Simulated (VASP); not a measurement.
Given:

```xyz
3
Lattice="1.6768 -2.9044 0.0000 1.6768 2.9044 0.0000 0.0000 0.0000 5.5256" Properties=species:S:1:pos:R:3 pbc="T T T"
Ti     0.0000     0.0000     0.0000
S      1.6768     0.9681     1.4320
S      1.6768    -0.9681     4.0936
```

Method: PBE GGA with D3 dispersion (Becke-Johnson damping), VASP's PBE PAW potentials (set 64) (plane waves; VASP). Numerical set-up: 520 eV cut-off, Gaussian smearing of 0.050 eV, potentials Ti_sv S.

**Question.** Estimate the band gap (along the path) with the smallest direct gap where there is one.

**Answer.** 
band gap (along the path): none (metal, semimetal or under 0.01 eV)

Total energies compare only between runs with the same potentials, cut-off and functional.

The compound is TiS2 in the 1T layered structure. It was relaxed first, which changed the volume by -6 %.
